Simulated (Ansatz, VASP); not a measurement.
# SnH5CN2Cl3 (CH(NH2)2SnCl3): VASP beside Ansatz, part 2 of 2

Aim: how closely do two programs agree when they are given the same cell, functional and k mesh? The cell is generated by rule, not measured, and may not be a known phase. The cell is taken from a series of runs on this material, whose earlier steps may have relaxed, scaled, displaced or heated it; both programs get it as it stands.

VASP 6.6.1 and Ansatz 0.2.0.

So far. Step 2 (VASP: single point, HSE06, spin-orbit coupling): The gap is read on the k-mesh alone, so it is an upper bound where the band edges lie off the mesh. The k-mesh is coarse for exact exchange; levels may shift by about 0.1 eV on a finer one.

The structure was built from a prototype and need not be the compound's stable phase.

### 3. Ansatz: single point, HSE06, spin-orbit coupling

Level of this step: Ansatz beside VASP: Kohn-Sham DFT, plane waves, HSE06, spin-orbit coupling (Ansatz).

Ansatz runs on its PAW fully relativistic soft_1 files.

The same cell, functional and mesh now go to Ansatz, which takes its cutoff from its data sets.

The input, input.yaml:

```yaml
crystal:
  lattice:
    - [5.7495448321, 0.0614553157, 0.5447128158]
    - [0.0614553157, 5.9088202652, -0.0666377089]
    - [0.5447128158, -0.0666377089, 5.7481586069]
  atoms:
    - { symbol: C, position: [-0.0189059328, 0.9436820466, 0.0178882993] }
    - { symbol: H, position: [-0.0737775816, 0.7742508549, 0.0712310994] }
    - { symbol: "N", position: [0.8814618376, 0.0396557453, 0.8574399153] }
    - { symbol: "N", position: [0.1418197887, 0.0378510038, 0.1189453882] }
    - { symbol: H, position: [0.7615626863, 0.9546566502, -0.2185394962] }
    - { symbol: H, position: [0.2164826987, 0.9514571223, 0.2385203937] }
    - { symbol: H, position: [0.9296576348, 0.1951346974, 0.7904406074] }
    - { symbol: H, position: [0.2101028628, 0.1931330491, 1.0718434576] }
    - { symbol: Sn, position: [0.4856819093, 0.4914066488, 0.5142706067] }
    - { symbol: Cl, position: [0.4386582902, 0.5018149019, -0.0293362885] }
    - { symbol: Cl, position: [0.496771532, -0.070419092, 0.5038700487] }
    - { symbol: Cl, position: [0.0293323699, 0.5028959437, 0.5604372443] }
kpoints:
  mp_grid: { grid: [2, 2, 2] }
  band_path:
    path: [[0.0, 0.0, 0.0], [0.5, 0.0, 0.0], [0.5, 0.5, 0.0], [0.5, 0.5, 0.5]]
    npoints: 1
hamiltonian:
  xc: hse06
  pseudopotentials: { kind: paw_fr, azcp: { folder: soft_1 } }
scf:
  occupations: { method: fixed }
  n_extra_bands: 16
magnetization:
  noncollinear: true
  spin_orbit: true
output:
  eigenvalues: true
```

Command:

```bash
$ ansatz run input.yaml --threads 2 --pin off --max-ram 92160MiB --backend cuda --events-out ev --progress --plain --runs-dir out --devices 1 --max-vram 13GiB
```

Numbers of over 12 decimals in the logs are rounded to 6 here.

The program printed:

```text
scf.n_extra_bands = 16 over 54 filled bands (N_el = 54.0): the run solves 70 bands
exact exchange: scf.exx.singularity resolves to wigner_seitz, which cuts the screened interaction at the faces of the exchange supercell's Wigner-Seitz cell, so that each pair interacts once, at the shortest of its separations (the periodic images that this leaves out come, for a point-like exchange hole, to about 0.001 eV on a filled level). The cut falls within the interaction's reach, and what an exchange supercel [...]
GPUs: using 1 of 1 available (devices: 1).
Engine: ansatz 0.2.0, x86_64-unknown-linux-gnu
Pseudopotentials: kind: paw_fr
Pseudopotential: C, paw, valence charge 4, recommended cutoff 420 eV (normal), soft_1/C.paw.azcp
Pseudopotential: H, paw, valence charge 1, recommended cutoff 420 eV (normal), soft_1/H.paw.azcp
Pseudopotential: N, paw, valence charge 5, recommended cutoff 420 eV (normal), soft_1/N.paw.azcp
Pseudopotential: Sn, paw, valence charge 14, recommended cutoff 420 eV (normal), soft_1/Sn.paw.azcp
Pseudopotential: Cl, paw, valence charge 7, recommended cutoff 420 eV (normal), soft_1/Cl.paw.azcp
Functional definition: HSE06
  parameter a = 0.25
  parameter omega = 0.11/bohr
  exchange = pbe_x - a*pbe_x_sr(omega) + a*exact_x_sr(omega)
  correlation = pbe_c
davidson cushion auto → on  (no smearing: the cushion is to keep the highest requested band from converging to the state above it; pin scf.eigensolver.cushion to override)
non-collinear run that drives no moment, with spin-orbit: no starting moment large enough to seed its density (crystal.atoms[].spin), no starting occupations that ask for one, no magnetisation constraint and no magnetic field, so the semilocal B_xc is pinned to zero
device memory: the entry about to start is reckoned to put 3.3 GiB on a device that reports 53.2 GiB free (of which the cap on the GPU budget leaves the run 13.0 GiB)
GPU FFT provider: cuFFT
GPU libraries: cuBLAS 13.8.2, cuFFT 12.4.0, cuSOLVER 12.3.4
Crystal: 12 atoms, lattice volume = 193.477 Å³
Basis set: ecut = 420 eV, 3783 PW (Γ)
Bands: 70, of which v1, the nominal top of the filled ones, is band 54 counted from 1 (53 counted from 0)
Symmetry: 1 space group operations + 1 with time reversal
Magnetic group: BNS 1.2 (UNI 2), of the structure as read, at distance tolerance 5.8e-5 Å
k-points: 8
Projection manifold: j_resolved (fully-relativistic pseudo-atomic orbitals)
Non-local potential: C, projectors of the file, resolved by j, l = 0: 2, l = 1: 4, l = 2: 2
Non-local potential: H, projectors of the file, resolved by j, l = 0: 2, l = 1: 2
Non-local potential: N, projectors of the file, resolved by j, l = 0: 2, l = 1: 4, l = 2: 2
Non-local potential: Sn, projectors of the file, resolved by j, l = 0: 2, l = 1: 4, l = 2: 4, l = 3: 2
Non-local potential: Cl, projectors of the file, resolved by j, l = 0: 2, l = 1: 4, l = 2: 2
PAW form: soft (Blöchl's): semilocal exchange-correlation on the pseudo side does not see the compensation charge
PAW frozen core: C, regenerated for the run's functional, and the local potential with it (the file was generated under x = pbe(κ = 0.804, μ = 0.219515), c = pbe(β = 0.066725))
PAW frozen core: N, regenerated for the run's functional, and the local potential with it (the file was generated under x = pbe(κ = 0.804, μ = 0.219515), c = pbe(β = 0.066725))
PAW frozen core: Sn, regenerated for the run's functional, and the local potential with it (the file was generated under x = pbe(κ = 0.804, μ = 0.219515), c = pbe(β = 0.066725))
PAW frozen core: Cl, regenerated for the run's functional, and the local potential with it (the file was generated under x = pbe(κ = 0.804, μ = 0.219515), c = pbe(β = 0.066725))
PAW one-centre angular grid: C, 110 points (default); XC on 64 Gauss nodes
PAW one-centre angular grid: H, 110 points (default); XC on 64 Gauss nodes
PAW one-centre angular grid: N, 110 points (default); XC on 64 Gauss nodes
PAW one-centre angular grid: Sn, 590 points (default); XC on 207 of its mesh's 2787 points in the sphere
[...]
Frozen-core exchange: fock
SCF iter   1: F=—  HF=-10371.398969 eV  |F-HF|=—  |Δ(HF+E_count)|=         —  Δρ=5.28e-3  dr2=4.49e-2  dr2_m=0.00e0 (ungated)  ethr=1.51e-6  |M|=0.00e0 ∫|m|=0.00e0 μB  |m|>n=0.0e0 m-floor=0.0e0 τ_xc=0.0e0  β_m=0.30  ⟨swp⟩=9.6  Hψ=3142  notcnv=0
preconditioner: auto → none  [insulator: Δε(μ)=3.037 eV  Ē_g=13.074 eV  n_scr=28 (ndim 8)  ℏωp=16.9 eV  f_vac=0.094]
SCF iter   2: F=—  HF=-10371.386438 eV  |F-HF|=—  |Δ(HF+E_count)|=   1.25e-2  Δρ=2.82e-3  dr2=1.28e-2  dr2_m=0.00e0 (ungated)  ethr=1.51e-6  |M|=0.00e0 ∫|m|=0.00e0 μB  |m|>n=0.0e0 m-floor=0.0e0 τ_xc=0.0e0  β_m=0.46  ⟨swp⟩=5.0  Hψ=2165  notcnv=0
SCF iter   3: F=—  HF=-10371.382212 eV  |F-HF|=—  |Δ(HF+E_count)|=   4.23e-3  Δρ=6.66e-4  dr2=2.03e-3  dr2_m=0.00e0 (ungated)  ethr=1.51e-6  |M|=0.00e0 ∫|m|=0.00e0 μB  |m|>n=0.0e0 m-floor=0.0e0 τ_xc=0.0e0  β_m=0.53  ⟨swp⟩=4.0  Hψ=1970  notcnv=0
SCF iter   4: F=—  HF=-10371.395721 eV  |F-HF|=—  |Δ(HF+E_count)|=   1.35e-2  Δρ=6.05e-4  dr2=6.48e-4  dr2_m=0.00e0 (ungated)  ethr=7.67e-7  |M|=0.00e0 ∫|m|=0.00e0 μB  |m|>n=0.0e0 m-floor=0.0e0 τ_xc=0.0e0  β_m=0.53  ⟨swp⟩=5.4  Hψ=2249  notcnv=0
SCF iter   5: F=—  HF=-10371.395511 eV  |F-HF|=—  |Δ(HF+E_count)|=   2.10e-4  Δρ=9.21e-5  dr2=3.41e-5  dr2_m=0.00e0 (ungated)  ethr=7.67e-7  |M|=0.00e0 ∫|m|=0.00e0 μB  |m|>n=0.0e0 m-floor=0.0e0 τ_xc=0.0e0  β_m=0.64  ⟨swp⟩=3.1  Hψ=1480  notcnv=0
SCF iter   6: F=-10371.395692 eV  HF=-10371.395700 eV  |F-HF|=7.20e-6  |Δ(HF+E_count)|=   1.89e-4  Δρ=9.61e-5  dr2=1.31e-5  dr2_m=0.00e0 (ungated)  ethr=1.41e-8  |M|=0.00e0 ∫|m|=0.00e0 μB  |m|>n=0.0e0 m-floor=0.0e0 τ_xc=0.0e0  ⟨swp⟩=6.4  Hψ=2310  notcnv=0  defer=2
SCF 2 stopped early in 6 iterations: F = -10371.395692 eV  dr2 = 1.31e-5
  greatest PAW one-centre occupation: 0.993 electrons in one spin orbital (limit 2), on the Sn atom at site 8 (counted from 0), in its partial waves of l = 2
hybrid outer 1: dexx = +1.479e-2 eV, tail = 7.88e-5 eV
GPU FFT provider: cuFFT
GPU libraries: cuBLAS 13.8.2, cuFFT 12.4.0, cuSOLVER 12.3.4
Projection manifold: j_resolved (fully-relativistic pseudo-atomic orbitals)
GPU buffer pool allocated for 64000 grid points (all kernels)
GPU transforms: local potential and band sums: pruned to the plane-wave sphere, on 40×40×40
Exchange kernel: α = 0.2500, screened, ω = 0.2079 Å⁻¹, Wigner–Seitz truncation, v(0) = 968.3055 eV·Å³, q-mesh 2×2×2, nearest image of the exchange supercell L = 11.55 Å, pair-density grid 40×40×40, without the augmentation charges, whose exchange is taken in its separable form by FFT convolution over the k-point mesh (C's pseudopotential file has no solved pseudo-atom that serves an estimate to size it by: one that folds nothing), smooth part of the exact exchange by density-matrix convolution in up to 5.04 GiB of GPU memory as planned if the GPU has room (build and FFT work areas not counted)
Frozen-core exchange: fock
SCF iter   1: F=—  HF=-10371.395507 eV  |F-HF|=—  |Δ(HF+E_count)|=         —  Δρ=3.85e-5  dr2=2.05e-6  dr2_m=0.00e0 (ungated)  ethr=7.29e-7  |M|=0.00e0 ∫|m|=0.00e0 μB  |m|>n=0.0e0 m-floor=0.0e0 τ_xc=0.0e0  β_m=0.30  ⟨swp⟩=4.2  Hψ=1334  notcnv=0
preconditioner: auto → none  [insulator: Δε(μ)=3.045 eV  Ē_g=13.062 eV  n_scr=28 (ndim 8)  ℏωp=16.9 eV  f_vac=0.102]
SCF iter   2: F=—  HF=-10371.395507 eV  |F-HF|=—  |Δ(HF+E_count)|=   4.81e-8  Δρ=2.03e-5  dr2=4.60e-7  dr2_m=0.00e0 (ungated)  ethr=3.51e-9  |M|=0.00e0 ∫|m|=0.00e0 μB  |m|>n=0.0e0 m-floor=0.0e0 τ_xc=0.0e0  β_m=0.48  ⟨swp⟩=5.0  Hψ=1969  notcnv=0
SCF iter   3: F=—  HF=-10371.395508 eV  |F-HF|=—  |Δ(HF+E_count)|=   8.75e-7  Δρ=9.18e-6  dr2=1.53e-7  dr2_m=0.00e0 (ungated)  ethr=5.49e-10  |M|=0.00e0 ∫|m|=0.00e0 μB  |m|>n=0.0e0 m-floor=0.0e0 τ_xc=0.0e0  β_m=0.48  ⟨swp⟩=6.4  Hψ=1806  notcnv=0  defer=12
SCF iter   4: F=-10371.395508 eV  HF=-10371.395508 eV  |F-HF|=1.25e-8  |Δ(HF+E_count)|=   3.21e-8  Δρ=3.33e-6  dr2=1.80e-8  dr2_m=0.00e0 (ungated)  ethr=2.47e-10  |M|=0.00e0 ∫|m|=0.00e0 μB  |m|>n=0.0e0 m-floor=0.0e0 τ_xc=0.0e0  ⟨swp⟩=3.1  Hψ=1538  notcnv=0
SCF 3 converged in 4 iterations: F = -10371.395508 eV  dr2 = 1.80e-8
hybrid outer 2: dexx = +9.783e-7 eV, tail = 5.00e-8 eV, Δε = 3.80e-3 eV (about 1.49e-4 eV left of the loop's levels)
device memory: the entry about to start is reckoned to put 1.6 GiB on a device that reports 49.8 GiB free (of which the cap on the GPU budget leaves the run 13.0 GiB)
NSCF: frozen V_eff on 4 k-points
hybrid SCF converged: 2 outer / 10 inner (+6 warm-up), last move |dexx| = 9.78e-7 eV, tail = 5.00e-8 eV
Magnetization: |M| = 0.0000 μB,  M = (+0.0000, +0.0000, +0.0000) μB
Absolute magnetization: 0.0000 μB (∫|m|)
  site 0: m = (+0.0000, +0.0000, +0.0000) μB, |m| = 0.0000 μB  (R = 0.45 Å)
  site 1: m = (+0.0000, +0.0000, +0.0000) μB, |m| = 0.0000 μB  (R = 0.45 Å)
  site 2: m = (+0.0000, +0.0000, +0.0000) μB, |m| = 0.0000 μB  (R = 0.42 Å)
  site 3: m = (+0.0000, +0.0000, +0.0000) μB, |m| = 0.0000 μB  (R = 0.42 Å)
  site 4: m = (+0.0000, +0.0000, +0.0000) μB, |m| = 0.0000 μB  (R = 0.42 Å)
  site 5: m = (+0.0000, +0.0000, +0.0000) μB, |m| = 0.0000 μB  (R = 0.42 Å)
  site 6: m = (+0.0000, +0.0000, +0.0000) μB, |m| = 0.0000 μB  (R = 0.42 Å)
  site 7: m = (+0.0000, +0.0000, +0.0000) μB, |m| = 0.0000 μB  (R = 0.42 Å)
  site 8: m = (+0.0000, +0.0000, +0.0000) μB, |m| = 0.0000 μB  (R = 1.07 Å)
  site 9: m = (+0.0000, +0.0000, +0.0000) μB, |m| = 0.0000 μB  (R = 0.95 Å)
  site 10: m = (+0.0000, +0.0000, +0.0000) μB, |m| = 0.0000 μB  (R = 1.00 Å)
  site 11: m = (+0.0000, +0.0000, +0.0000) μB, |m| = 0.0000 μB  (R = 0.95 Å)
Free energy (F): -10371.395508 eV
Frozen-core exchange: fock
Harris-Foulkes:  -10371.395508 eV  (|F-HF|=1.25e-8)
Internal energy: -10371.395508 eV  (E = F + TS)
E sigma→0 (E₀):  -10371.395508 eV
Fermi energy:    1.748129 eV
--- Per-component energies (eV) ---
  E_band       = -495.461149
  E_kinetic    = 1038.405582
  E_local      = -3375.214757  (includes V_loc(G=0)·N_el)
  E_nonlocal   = 331.688408
  E_hartree    = 1335.238622
  E_xc         = -527.017377
  E_vxc        = -552.391467  (∫ρ·V_xc dr)
  E_exx        = -127.421163  (= α·E_x^exact, valence–valence)
  E_paw        = -6711.171116  (= ΣΔE_a)
  E_vpaw       = -353.579735  (= ΣTr[D̂ρ^β])
  E_aug_tail   = -0.002586  (compensation charges beyond the density's cutoff)
  E_ewald      = -2335.769210
  E_core_change = -0.131910  (= ΣΔE_core)
  E_smearing   = -0.000000  (= −TS)
  E_closure    = -0.000000  (closes the sum)
  Σ components = -10371.395508   (vs F -10371.395508, Δ=0.00e0)
--- Band table (eV; the first three rows and the last of 8) ---
  k-point 0: bands = [... 50 lower, -0.7399, -0.7399, -0.2063, -0.2063, 6.2506, 6.2506, 7.1068, 7.1068, ... 12 higher]
  k-point 1: bands = [... 50 lower, -0.5688, -0.5688, 0.4450, 0.4450, 5.6612, 5.6612, 6.2290, 6.2290, ... 12 higher]
  k-point 2: bands = [... 50 lower, -0.3155, -0.3155, 0.5574, 0.5574, 5.6319, 5.6319, 6.4134, 6.4134, ... 12 higher]
  k-point 7: bands = [... 50 lower, -0.4428, -0.4428, 1.7481, 1.7481, 4.7936, 4.7936, 5.1965, 5.1965, ... 12 higher]
```

### 4. Side by side

Known differences besides the potentials themselves: spin-orbit coupling enters by fully relativistic files in Ansatz and inside the spheres in VASP; exact exchange at q = 0 is treated differently, which shows on coarse meshes; VASP keeps PBE cores, Ansatz makes them for the functional; fixed occupations in Ansatz, narrow Gaussian smearing in VASP; the cutoff is 420 eV in Ansatz and 520 eV in VASP; VASP takes a coarser grid for exact exchange (PRECFOCK = Fast). Total energies have different zeros and are not compared.

Compared:

```
              quantity  Ansatz   VASP  difference
gap on the k mesh (eV)   3.045  3.042      +0.003
```

A gap on the mesh is an upper bound, since the band edges may lie between its points.

### 5. Results

```yaml
difference_in_gap_on_the_k_mesh_single_point_hse06_spin_orbit_coupling: 0.0033 eV
```

In words: The difference in gap on the k mesh is 0.0033 eV (single point, HSE06, spin-orbit coupling), within the 0.08 eV picked in this series as the mark of a large difference. How closely two codes agree says nothing of how well the functional describes the real material.

[Lines on the potential files, build, host, timing and source positions are cut from VASP's logs without a mark.]

[Logs are printed without paths, hosts, clocks, repeated set-up lines and the standing remarks that a program may print on its own settings, such as how far it seeks lower states.]

[Hosts, paths, dates, database ids (printed as entryN), source tags and the programs' standing remarks are cut or masked in the printed files.]
